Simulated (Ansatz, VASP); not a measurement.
# Cross-check of Hf (Hafnium) between VASP and Ansatz

One calculation is typed for both programs; each brings its own data sets. How far apart do they land? The cell is taken from a series of runs on this material, whose earlier steps may have relaxed, scaled, displaced or heated it; both programs get it as it stands.

Calculated with Ansatz 0.2.0; plane waves, with VASP 6.6.1 beside it; zone-centre phonons at LDA.

## (1) Set-up

Symmetry: P6_3/mmc, No. 194, hexagonal system. Conventional cell: a = 3.245 Å, b = 3.245 Å, c = 4.803 Å, α = 90.00°, β = 90.00°, γ = 120.00°. Nearest to Hf lie 12 Hf at 3.05 to 3.25 Å.

Structure file:

```cif
data_structure
_symmetry_space_group_name_H-M 'P 1'
_symmetry_Int_Tables_number 1
_cell_length_a 3.2454
_cell_length_b 3.2454
_cell_length_c 4.8027
_cell_angle_alpha 90.000
_cell_angle_beta 90.000
_cell_angle_gamma 120.000
_cell_volume 43.81
loop_
_atom_site_label
_atom_site_type_symbol
_atom_site_fract_x
_atom_site_fract_y
_atom_site_fract_z
_atom_site_occupancy
Hf1 Hf 0.33333 0.66667 0.25000 1
Hf2 Hf 0.66667 0.33333 0.75000 1
```

## (2) VASP: zone-centre phonons, LDA

Second derivatives magnify differences that forces hide, and they need a tight electronic threshold.

Lines of VASP's logs that name or quote its potential files are left out, and so is its time.

File INCAR:

```
SYSTEM = Hf
PREC = Accurate
ENCUT = 500
EDIFF = 1E-08
NELM = 120
ISMEAR = 1
SIGMA = 0.2
LREAL = .FALSE.
ALGO = Normal
GGA = CA
NBANDS = 16
LASPH = .TRUE.
LORBIT = 11
LWAVE = .FALSE.
LCHARG = .FALSE.
ISIF = 2
IBRION = 8
GGA_COMPAT = .FALSE.
KPAR = 2
```

File POSCAR:

```
Hf
1.0
    3.2454371568      0.0000000000      0.0000000000
   -1.6227185784      2.8106310242      0.0000000000
    0.0000000000      0.0000000000      4.8026758106
Hf
2
Direct
    0.3333333333      0.6666666667      0.2500000000
    0.6666666667      0.3333333333      0.7500000000
```

File KPOINTS:

```
Automatic mesh
0
Gamma
15 15 8
0 0 0
```

The projector-augmented-wave data sets are Hf_pv (LDA family, release 64).

Launch:

```console
$ mpirun -np 2 vasp_std
```

Numbers of over 12 decimals in the logs are rounded to 6 here.

Output:

```text
[banner, memory and clock lines left out]
running    2 mpi-ranks, on    1 nodes
 distrk:  each k-point on    1 cores,    2 groups
 distr:  one band on    1 cores,    1 groups

 POSCAR found type information on POSCAR Hf
 POSCAR found :  1 types and       2 ions
 LDA part: xc-table for (Slater(with rela. corr.)+CA(PZ))
 , standard interpolation
 POSCAR, INCAR and KPOINTS ok, starting setup
 FFT: planning ... GRIDC
 FFT: planning ... GRID_SOFT
 FFT: planning ... GRID
 WAVECAR not read
 entering main loop
       N       E                     dE             d eps       ncg     rms          rms(c)
DAV:   1     0.458491051955E+02    0.45849E+02   -0.11345E+04  4328   0.116E+03
DAV:   2    -0.204741149624E+02   -0.66323E+02   -0.64812E+02  5736   0.247E+02
DAV:   3    -0.220632137218E+02   -0.15891E+01   -0.15828E+01  5664   0.264E+01
DAV:   4    -0.220750845801E+02   -0.11871E-01   -0.11867E-01  5272   0.280E+00
DAV:   5    -0.220752309779E+02   -0.14640E-03   -0.14639E-03  5760   0.256E-01    0.658E+01
DAV:   6    -0.215123411213E+02    0.56289E+00   -0.51171E-01  5064   0.462E+00    0.388E+01
DAV:   7    -0.213168557249E+02    0.19549E+00   -0.80452E-01  5240   0.558E+00    0.191E+00
DAV:   8    -0.213067037866E+02    0.10152E-01   -0.51669E-02  4824   0.156E+00    0.315E-01
DAV:   9    -0.213067907211E+02   -0.86935E-04   -0.11030E-03  5928   0.242E-01    0.182E-01
DAV:  10    -0.213067839975E+02    0.67236E-05   -0.52274E-05  5016   0.504E-02    0.181E-01
DAV:  11    -0.213067811957E+02    0.28017E-05   -0.48312E-06  5992   0.143E-02    0.520E-03
DAV:  12    -0.213067811742E+02    0.21505E-07   -0.35686E-07  5136   0.387E-03    0.694E-03
DAV:  13    -0.213067811580E+02    0.16267E-07   -0.47209E-08  5384   0.150E-03    0.747E-04
DAV:  14    -0.213067811591E+02   -0.11671E-08   -0.15359E-09  3144   0.329E-04
   1 F= -.21306781E+02 E0= -.21309133E+02  d E =0.705472E-02
 Linear response reoptimize wavefunctions to high precision
DAV:   1    -0.213067811588E+02    0.30445E-09   -0.17792E-10  3672   0.115E-04
DAV:   2    -0.213067811588E+02   -0.54570E-11   -0.26754E-11  2840   0.417E-05
 Linear response DOF=           2
 Linear response progress:
  Degree of freedom:   1/  2
       N       E                     dE             d eps       ncg     rms          rms(c)
RMM:   1    -0.201480957247E+00   -0.20148E+00    0.45644E+00 18560   0.118E+01
RMM:   2    -0.207251802075E+00   -0.57708E-02   -0.38117E-02 27744   0.122E+00    0.617E-01
RMM:   3    -0.206542978097E+00    0.70882E-03   -0.44423E-03 34392   0.257E-01    0.118E-01
RMM:   4    -0.206215971168E+00    0.32701E-03   -0.51844E-04 41244   0.893E-02    0.197E-01
RMM:   5    -0.205873746109E+00    0.34223E-03   -0.44019E-05 38516   0.342E-02    0.174E-02
RMM:   6    -0.205769731014E+00    0.10402E-03   -0.25660E-05 42357   0.146E-02    0.335E-02
RMM:   7    -0.205773841032E+00   -0.41100E-05   -0.37451E-05 37933   0.432E-03    0.127E-02
RMM:   8    -0.205768076959E+00    0.57641E-05   -0.15288E-05 41998   0.158E-03    0.954E-03
RMM:   9    -0.205767790978E+00    0.28598E-06   -0.77429E-06 39907   0.609E-04    0.382E-03
RMM:  10    -0.205767610677E+00    0.18030E-06   -0.49951E-06 41932   0.457E-04    0.229E-03
RMM:  11    -0.205767760995E+00   -0.15032E-06   -0.29408E-06 38199   0.198E-04    0.320E-04
RMM:  12    -0.205767770850E+00   -0.98547E-08   -0.15040E-06 40953   0.117E-04    0.190E-05
RMM:  13    -0.205767802616E+00   -0.31766E-07   -0.75317E-07 39973   0.861E-05    0.871E-06
RMM:  14    -0.205767802077E+00    0.53876E-09   -0.41671E-07 39856   0.728E-05    0.334E-05
RMM:  15    -0.205767809844E+00   -0.77668E-08   -0.20346E-07 38007   0.665E-05    0.142E-05
RMM:  16    -0.205767814877E+00   -0.50330E-08   -0.10748E-07 29247   0.627E-05    0.892E-06
RMM:  17    -0.205767816276E+00   -0.13996E-08   -0.46201E-08 26041   0.610E-05    0.220E-06
 first order change of Fermi-energy  -0.23406E-05
 force on displaced ion       1 direction 1 :  -2.213  -0.000   0.000
 Linear response progress:
  Degree of freedom:   2/  2
       N       E                     dE             d eps       ncg     rms          rms(c)
RMM:   1    -0.235227703639E+00   -0.23523E+00    0.49241E+00  6413   0.123E+01
RMM:   2    -0.245529515464E+00   -0.10302E-01   -0.43313E-02  9574   0.124E+00    0.739E-01
RMM:   3    -0.244907400868E+00    0.62211E-03   -0.40185E-03 11336   0.277E-01    0.242E-01
RMM:   4    -0.244670748266E+00    0.23665E-03   -0.15835E-04 13277   0.957E-02    0.203E-01
RMM:   5    -0.244429380741E+00    0.24137E-03   -0.38853E-05 13222   0.448E-02    0.496E-02
RMM:   6    -0.244356038267E+00    0.73342E-04    0.10231E-05 11495   0.168E-02    0.318E-02
RMM:   7    -0.244377922896E+00   -0.21885E-04   -0.55471E-06 12862   0.691E-03    0.589E-03
RMM:   8    -0.244376470608E+00    0.14523E-05    0.75947E-06 13746   0.272E-03    0.286E-03
RMM:   9    -0.244368598270E+00    0.78723E-05    0.51500E-06 13646   0.122E-03    0.985E-04
RMM:  10    -0.244368096039E+00    0.50223E-06   -0.11934E-06 12978   0.529E-04    0.431E-04
RMM:  11    -0.244368005337E+00    0.90701E-07   -0.24249E-07 13365   0.231E-04    0.848E-05
RMM:  12    -0.244368027868E+00   -0.22530E-07   -0.11662E-06 14046   0.115E-04    0.690E-05
RMM:  13    -0.244367958280E+00    0.69588E-07   -0.52661E-07 14062   0.781E-05    0.263E-05
RMM:  14    -0.244367941958E+00    0.16321E-07   -0.25982E-07 13905   0.628E-05    0.117E-05
RMM:  15    -0.244367914558E+00    0.27400E-07   -0.80623E-08 13436   0.559E-05    0.143E-06
RMM:  16    -0.244367905487E+00    0.90714E-08    0.31197E-08 10876   0.522E-05    0.255E-06
 first order change of Fermi-energy  -0.12387E-03
 force on displaced ion       1 direction 3 :  -0.000   0.000  -5.753
 Linear response finished
```

From OUTCAR (step 2):

```text
ion  position               nearest neighbor table
   1  0.333  0.667  0.250-   2 3.05   2 3.05   2 3.05   2 3.05   2 3.05   2 3.05
   2  0.667  0.333  0.750-   1 3.05   1 3.05   1 3.05   1 3.05   1 3.05   1 3.05

  LATTYP: Found a hexagonal cell.
 ALAT       =     3.2454371568
 C/A-ratio  =     1.4798240048

 Subroutine GETGRP returns: Found 24 space group operations
 (whereof 12 operations were pure point group operations)

The static configuration has the point symmetry D_3d.
 The point group associated with its full space group is D_6h.

 Found    135 irreducible k-points:

   k-points           NKPTS =    135   k-points in BZ     NKDIM =    135   number of bands    NBANDS=     16

   dimension x,y,z NGX =    24 NGY =   24 NGZ =   36
   dimension x,y,z NGXF=    48 NGYF=   48 NGZF=   72

   ENCUT  =  500.0 eV  36.75 Ry    6.06 a.u.   5.92  5.92  8.76*2*pi/ulx,y,z

   NELECT =      20.0000    total number of electrons

 k-points in reciprocal lattice and weights: Automatic mesh
   0.00000000  0.00000000  0.00000000       0.001
   0.06666667  0.00000000  0.00000000       0.003
   0.13333333  0.00000000  0.00000000       0.003
   0.20000000 -0.00000000  0.00000000       0.003
   0.26666667  0.00000000  0.00000000       0.003
   0.33333333 -0.00000000  0.00000000       0.003
   0.40000000  0.00000000  0.00000000       0.003
   0.46666667  0.00000000  0.00000000       0.003
   0.06666667  0.06666667  0.00000000       0.003
[...]
0.33333333  0.26666667  0.50000000       0.007
   0.33333333  0.33333333  0.50000000       0.001

 average (electrostatic) potential at core
       1 -37.4984       2 -37.4984

  Total       -2.0761174     -2.0761174      0.0085876      0.0000000      0.0000000      0.0000000
  in kB      -75.9280369    -75.9280369      0.3140674      0.0000000      0.0000000      0.0000000
  external PRESSURE =     -50.5140021 kB  Pullay stress =       0.0000000 kB

  energy-cutoff  :      500.00
  volume of cell :       43.81
      direct lattice vectors                 reciprocal lattice vectors
     3.245437157  0.000000000  0.000000000     0.308124900  0.177895994  0.000000000
    -1.622718578  2.810631024  0.000000000     0.000000000  0.355791988  0.000000000
     0.000000000  0.000000000  4.802675811     0.000000000  0.000000000  0.208217260

 POSITION                                       TOTAL-FORCE (eV/Angst)
 -----------------------------------------------------------------------------------
     -0.00000      1.87375      1.20067        -0.000000      0.000000      0.000000
      1.62272      0.93688      3.60201         0.000000     -0.000000      0.000000
 -----------------------------------------------------------------------------------
    total drift:                               -0.000000      0.000000     -0.000000

 Eigenvectors and eigenvalues of the dynamical matrix
 ----------------------------------------------------

   1 f  =    3.969285 THz    24.939753 2PiTHz  132.401095 cm-1    16.415636 meV
             X         Y         Z           dx          dy          dz
     -0.000000  1.873754  1.200669    -0.000000    0.000000    0.707107
      1.622719  0.936877  3.602007     0.000000    0.000000   -0.707107

   2 f  =    2.461546 THz    15.466352 2PiTHz   82.108349 cm-1    10.180133 meV
             X         Y         Z           dx          dy          dz
     -0.000000  1.873754  1.200669     0.000007    0.707107    0.000000
      1.622719  0.936877  3.602007    -0.000007   -0.707107   -0.000000

   3 f  =    2.461546 THz    15.466352 2PiTHz   82.108349 cm-1    10.180133 meV
             X         Y         Z           dx          dy          dz
     -0.000000  1.873754  1.200669     0.707107   -0.000007    0.000000
      1.622719  0.936877  3.602007    -0.707107    0.000007    0.000000

   4 f  =    0.000000 THz     0.000000 2PiTHz    0.000001 cm-1     0.000000 meV
             X         Y         Z           dx          dy          dz
     -0.000000  1.873754  1.200669    -0.397845    0.581804    0.056778
      1.622719  0.936877  3.602007    -0.397845    0.581804    0.056778

   5 f  =    0.000000 THz     0.000000 2PiTHz    0.000001 cm-1     0.000000 meV
             X         Y         Z           dx          dy          dz
     -0.000000  1.873754  1.200669     0.579688    0.383803    0.129062
      1.622719  0.936877  3.602007     0.579688    0.383803    0.129062

   6 f/i=    0.000000 THz     0.000000 2PiTHz    0.000001 cm-1     0.000000 meV
             X         Y         Z           dx          dy          dz
     -0.000000  1.873754  1.200669     0.075374    0.119162   -0.692906
      1.622719  0.936877  3.602007     0.075374    0.119162   -0.692906

 ELASTIC MODULI CONTR FROM IONIC RELAXATION (kBar)
 Direction    XX          YY          ZZ          XY          YZ          ZX
 --------------------------------------------------------------------------------
 XX        -160.6488    160.6488     -0.0000     -0.0000      0.0000      0.0000
 YY         160.6488   -160.6488      0.0000      0.0000     -0.0000      0.0000
 ZZ          -0.0000      0.0000     -0.0000     -0.0000      0.0000      0.0000
 XY          -0.0000      0.0000     -0.0000   -160.6488     -0.0000      0.0000
 YZ           0.0000     -0.0000      0.0000     -0.0000     -0.0000      0.0000
 ZX           0.0000      0.0000      0.0000      0.0000      0.0000      0.0000
 --------------------------------------------------------------------------------
```

(Part 1 of 2 ends here.)

[Lines on the potential files, build, host, timing and source positions are cut from VASP's logs without a mark.]

[Logs are printed without paths, hosts, clocks, repeated set-up lines and the standing remarks that a program may print on its own settings, such as how far it seeks lower states.]

[Hosts, paths, dates, database ids (printed as entryN), source tags and the programs' standing remarks are cut or masked in the printed files.]
